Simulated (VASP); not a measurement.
# F3TiCl in VASP: reference runs

Reference runs on F3TiCl: the cell as given.

Program: VASP 6.6.1. These are calculated values, not measurements. Logs are shortened: lines on timing, memory, paths and dates and some standing lists are left out, and cuts for length are marked.

### Step 1. The molecule as given

The cell holds a molecule in a box, 5 atoms: a = 12.000 Å, b = 13.000 Å, c = 12.000 Å, α = 90.00°, β = 90.00°, γ = 90.00°.

### Step 2. Single point, PBE

The input, INCAR:

```
SYSTEM = TiClF3
PREC = Accurate ; ENCUT = 520
EDIFF = 1E-7 ; ISMEAR = 0
SIGMA = 0.01 ; LREAL = .FALSE.
LASPH = .TRUE. ; NELM = 60
ALGO = Normal ; ISIF = 2
LWAVE = .FALSE. ; LCHARG = .FALSE.
GGA = PE ; NBANDS = 28
```

The input, KPOINTS:

```
Automatic mesh
0
G
  1 1 1
  0 0 0
```

The input, POSCAR:

```
TiClF3
1.0
   12.0000000000      0.0000000000      0.0000000000
    0.0000000000     13.0000000000      0.0000000000
    0.0000000000      0.0000000000     12.0000000000
F Ti Cl
3 1 1
Direct
    0.3956500000      0.4322000000      0.6178875000
    0.6065166700      0.4117153800      0.5144291700
    0.4094500000      0.3858615400      0.3877791700
    0.4704500000      0.4539153800      0.4962958300
    0.4701250000      0.6173692300      0.4576375000
```

Potentials or basis: VASP PAW PBE potentials, release 64 (F, Ti_sv, Cl).

Launch:

```sh
$ cat potpaw_PBE.64/F/POTCAR potpaw_PBE.64/Ti_sv/POTCAR potpaw_PBE.64/Cl/POTCAR > POTCAR
$ mpirun -np 1 vasp_gam > vasp.out
```

OUTCAR:

```text
SYSTEM = TiClF3
   PREC = Accurate
   ENCUT = 520
   EDIFF = 1E-7
   ISMEAR = 0
   LREAL = .FALSE.
   LASPH = .TRUE.
   NELM = 60
   ISIF = 2
   GGA = PE

 ion  position               nearest neighbor table
   1  0.396  0.432  0.618-   4 1.74
   2  0.607  0.412  0.514-   4 1.74
   3  0.409  0.386  0.388-   4 1.74
   4  0.470  0.454  0.496-   3 1.74   2 1.74   1 1.74   5 2.17
   5  0.470  0.617  0.458-   4 2.17

  LATTYP: Found a simple tetragonal cell.
 ALAT       =    12.0000000000
 C/A-ratio  =     1.0833333333

  Lattice vectors:

 A1 = ( -12.0000000000,   0.0000000000,   0.0000000000)
 A2 = (   0.0000000000,   0.0000000000,  12.0000000000)
 A3 = (   0.0000000000,  13.0000000000,   0.0000000000)

Analysis of symmetry for initial positions (statically):
=====================================================================
 Subroutine PRICEL returns:
 Original cell was already a primitive cell.

 Routine SETGRP: Setting up the symmetry group for a
 simple tetragonal supercell.

 Subroutine GETGRP returns: Found  1 space group operations
 (whereof  1 operations were pure point group operations)
 out of a pool of 16 trial point group operations.

The static configuration has the point symmetry C_1 .

Analysis of symmetry for dynamics (positions and initial velocities):
=====================================================================
 Subroutine PRICEL returns:
 Original cell was already a primitive cell.

 Routine SETGRP: Setting up the symmetry group for a
 simple tetragonal supercell.

 Subroutine GETGRP returns: Found  1 space group operations
 (whereof  1 operations were pure point group operations)
 out of a pool of 16 trial point group operations.

The dynamic configuration has the point symmetry C_1 .

 Subroutine INISYM returns: Found  1 space group operations
 (whereof  1 operations are pure point group operations),
 and found     1 'primitive' translations

----------------------------------------------------------------------------------------

                                     Primitive cell

  volume of cell :    1872.0000

  direct lattice vectors                    reciprocal lattice vectors
    12.000000000  0.000000000  0.000000000     0.083333333  0.000000000  0.000000000
     0.000000000 13.000000000  0.000000000     0.000000000  0.076923077  0.000000000
     0.000000000  0.000000000 12.000000000     0.000000000  0.000000000  0.083333333

  length of vectors
    12.000000000 13.000000000 12.000000000     0.083333333  0.076923077  0.083333333

  position of ions in fractional coordinates (direct lattice)
     0.395650000  0.432200000  0.617887500
     0.606516670  0.411715380  0.514429170
     0.409450000  0.385861540  0.387779170
     0.470450000  0.453915380  0.496295830
     0.470125000  0.617369230  0.457637500

  ion indices of the primitive-cell ions
   primitive index   ion index
                 1           1
                 2           2
                 3           3
                 4           4
                 5           5

----------------------------------------------------------------------------------------

 KPOINTS: Automatic mesh

Automatic generation of k-mesh.
 Grid dimensions read from file:
 generate k-points for:    1    1    1

 Generating k-lattice:

  Cartesian coordinates                     Fractional coordinates (reciprocal lattice)
     0.083333333  0.000000000  0.000000000     1.000000000  0.000000000  0.000000000
     0.000000000  0.076923077  0.000000000     0.000000000  1.000000000  0.000000000
     0.000000000  0.000000000  0.083333333     0.000000000  0.000000000  1.000000000

  Length of vectors
     0.083333333  0.076923077  0.083333333

  Shift w.r.t. Gamma in fractional coordinates (k-lattice)
     0.000000000  0.000000000  0.000000000

 Subroutine IBZKPT returns following result:
 ===========================================

 Found      1 irreducible k-points:

 Following reciprocal coordinates:
            Coordinates               Weight
  0.000000  0.000000  0.000000      1.000000
   k-points           NKPTS =      1   k-points in BZ     NKDIM =      1   number of bands    NBANDS=     28
   number of dos      NEDOS =    301   number of ions     NIONS =      5
   total plane-waves  NPLWV = 793800
   dimension x,y,z NGX =    90 NGY =   98 NGZ =   90
   dimension x,y,z NGXF=   180 NGYF=  196 NGZF=  180
   ions per type =               3   1   1
   NGX,Y,Z   is equivalent  to a cutoff of  12.47, 12.53, 12.47 a.u.
   NGXF,Y,Z  is equivalent  to a cutoff of  24.94, 25.06, 24.94 a.u.
 SYSTEM =  TiClF3
   PREC   = accura    normal or accurate (medium, high low for compatibility)
   ISTART =      0    job   : 0-new  1-cont  2-samecut
   ICHARG =      2    charge: 1-file 2-atom 10-const
   ISPIN  =      1    spin polarized calculation?
   LNONCOLLINEAR =      F non collinear calculations
   LSORBIT =      F    spin-orbit coupling
   LASPH  =      T    aspherical Exc in radial PAW
   ENCUT  =  520.0 eV  38.22 Ry    6.18 a.u.  22.31 24.17 22.31*2*pi/ulx,y,z
   NELM   =     60;   NELMIN=  2; NELMDL= -5     # of ELM steps
   EDIFF  = 0.1E-06   stopping-criterion for ELM
   LREAL  =      F    real-space projection
   EDIFFG = 0.1E-05   stopping-criterion for IOM
   NSW    =      0    number of steps for IOM
   IBRION =     -1    ionic relax: 0-MD 1-quasi-New 2-CG
   NFREE  =      0    steps in history (QN), initial steepest desc. (CG)
   ISIF   =      2    stress and relaxation
   ISYM   =      2    0-nonsym 1-usesym 2-fastsym
   POTIM  = 0.5000    time-step for ionic-motion
   TEBEG  =    0.0;   TEEND  =   0.0 temperature during run
   PSTRESS=    0.0 pullay stress
   NELECT =      40.0000    total number of electrons
   NUPDOWN=      -1.0000    fix difference up-down
   EMIN   =  10.00;   EMAX   =-10.00  energy-range for DOS
   EFERMI =   0.00;   METHOD = LEGACY
   ISMEAR =     0;   SIGMA  =   0.01  broadening in eV -4-tet -1-fermi 0-gaus
   EFERMI_NEDOS =   21; number of points for ismear=-14 and -15
   IALGO  =     38    algorithm
   IMIX   =      4    mixing-type and parameters
     AMIX     =   0.40;   BMIX     =  1.00
     AMIX_MAG =   1.60;   BMIX_MAG =  1.00
  volume/ion in A,a.u.               =     374.40      2526.58
  Fermi-wavevector in a.u.,A,eV,Ry     =   0.454283  0.858470  2.807872  0.206373
  Thomas-Fermi vector in A             =   1.437199
   LORBIT       =      0    0 simple, 1 ext, 2 COOP (PROOUT), +10 PAW based schemes
   GGA     = PE    functional components
   LHFCALC =     F    Hartree Fock is set to
   AEXX    =    0.0000 exact exchange contribution
   IVDW    =     0    specifies the selected vdW correction
   LEPSILON=     F    determine dielectric tensor
   LRPA    =     F    only Hartree local field effects (RPA)
 non-spin polarized calculation
 Gauss-broadening in eV      SIGMA  =   0.01
  energy-cutoff  :      520.00
  volume of cell :     1872.00
 maximum number of plane-waves:     25235
 NGX is ok and might be reduce to    90
   NGX = 45   NGY = 49   NGZ = 45

 number of electron      40.0000006 magnetization

 Free energy of the ion-electron system (eV)
  ---------------------------------------------------
  ext. energy  EPLUGINS =         0.00000000
  ---------------------------------------------------
  free energy    TOTEN  =       -29.35963692 eV

  energy without entropy =      -29.35963692  energy(sigma->0) =      -29.35963692

 E-fermi :  -8.3244     XC(G=0):  -0.7555

 val. band max:       -8.4207704256   @ k =   0.0000   0.0000   0.0000
 cond. band min:      -3.8409685564   @ k =   0.0000   0.0000   0.0000
 fundamental gap:      4.5798018692
 Fermi energy:        -8.3243736490

 k-point     1 :       0.0000    0.0000    0.0000
  band No.  band energies     occupation
      1     -64.0199      2.00000
      2     -40.5898      2.00000
      3     -40.5897      2.00000
      4     -40.2922      2.00000
      5     -29.3145      2.00000
      6     -28.9944      2.00000
      7     -28.9934      2.00000
      8     -20.4673      2.00000
      9     -11.6471      2.00000
     10     -11.6467      2.00000
     11     -11.3797      2.00000
     12     -11.1731      2.00000
     13     -11.1729      2.00000
     14     -10.7975      2.00000
     15     -10.4078      2.00000
     16     -10.4076      2.00000
     17     -10.1408      2.00000
     18      -9.5130      2.00000
     19      -8.4208      2.00000
     20      -8.4208      2.00000
     21      -3.8410      0.00000
     22      -3.8409      0.00000
     23      -3.0293      0.00000
     24      -2.4707      0.00000
     25      -2.4707      0.00000
     26      -0.6634      0.00000
     27       0.5062      0.00000
     28       0.6546      0.00000

------------------------ aborting loop because EDIFF is reached ----------------------------------------

  FORCE on cell =-STRESS in cart. coord.  units (eV):
  Direction    XX          YY          ZZ          XY          YZ          ZX
  --------------------------------------------------------------------------------------
  -------------------------------------------------------------------------------------
  Total        2.1369022      1.2912927      2.0951222      0.0003848      0.1844711      0.0005266
  in kB        1.8288975      1.1051709      1.7931395      0.0003293      0.1578822      0.0004507
  external PRESSURE =       1.5757360 kB  Pullay stress =       0.0000000 kB

 VOLUME and BASIS-vectors are now :
 -----------------------------------------------------------------------------
  energy-cutoff  :      520.00
  volume of cell :     1872.00
      direct lattice vectors                 reciprocal lattice vectors
    12.000000000  0.000000000  0.000000000     0.083333333  0.000000000  0.000000000
     0.000000000 13.000000000  0.000000000     0.000000000  0.076923077  0.000000000
     0.000000000  0.000000000 12.000000000     0.000000000  0.000000000  0.083333333

 POSITION                                       TOTAL-FORCE (eV/Angst)
 -----------------------------------------------------------------------------------
      4.74780      5.61860      7.41465        -0.508777     -0.165308      0.832815
      7.27820      5.35230      6.17315         0.932689     -0.317743      0.124305
      4.91340      5.01620      4.65335        -0.418089     -0.508384     -0.741948
      5.64540      5.90090      5.95555        -0.005003      0.630145     -0.136940
      5.64150      8.02580      5.49165        -0.000820      0.361291     -0.078233
 -----------------------------------------------------------------------------------
    total drift:                                0.001558     -0.003929     -0.000878

  FREE ENERGIE OF THE ION-ELECTRON SYSTEM (eV)
  ---------------------------------------------------
  free  energy   TOTEN  =       -29.3596369234 eV

  energy  without entropy=      -29.3596369234  energy(sigma->0) =      -29.35963692
```

It took 5.9 min on 1 thread of AMD EPYC 7R43 (Zen 3), shared host; peak memory 1.3 GiB.

What came out:

```yaml
Free_energy: -29.3596 eV
Largest_force: 0.993 eV/Å
Gap_between_the_frontier_levels: 4.58 eV
```

Forces on the atoms (eV/Å):
```
F   -0.509 -0.165  0.833
F    0.933 -0.318  0.124
F   -0.418 -0.508 -0.742
Ti  -0.005  0.630 -0.137
Cl  -0.001  0.361 -0.078
```

Levels at points of the mesh, in eV from the valence-band top:
```csv
k point,band 18,band 19,band 20,band 21,band 22,band 23
"(0.00, 0.00, 0.00)",-1.09,0.00,0.00,4.58,4.58,5.39
```

Expect the measured gap to be larger: semilocal functionals such as PBE lack the derivative discontinuity.
